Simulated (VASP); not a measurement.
Here is the system:

```yaml
crystal:
  lattice:
    - [4.59471, 0.00000, 0.00000]
    - [0.00000, 4.59471, 0.00000]
    - [0.00000, 0.00000, 2.94372]
  atoms:
    - { symbol: Ti, position: [0.00000, 0.00000, 0.00000] }
    - { symbol: Ti, position: [0.50000, 0.50000, 0.50000] }
    - { symbol: O, position: [0.30427, 0.30427, 0.00000] }
    - { symbol: O, position: [0.80427, 0.19573, 0.50000] }
    - { symbol: O, position: [0.19573, 0.80427, 0.50000] }
    - { symbol: O, position: [0.69573, 0.69573, 0.00000] }
```

All values below come from PBEsol GGA, VASP's PBE PAW potentials (set 64) (plane waves; VASP). Run with 520 eV cut-off, 9×9×13 Γ-centred mesh, Gaussian smearing of 0.010 eV, potentials Ti_sv O.

**Question.** Predict the energy per atom (σ→0), band gap (on the k-mesh) with the smallest direct gap where there is one.

**Answer.** 
```
Property                                      Value
-----------------------------------  --------------
band gap (on the k-mesh)                    1.83 eV
smallest direct gap (on the k-mesh)         1.83 eV
energy per atom (σ→0)                -9350 meV/atom
```

Only differences to runs with the same potentials and settings are physical.

The compound is TiO2 in the rutile structure. It was relaxed first.
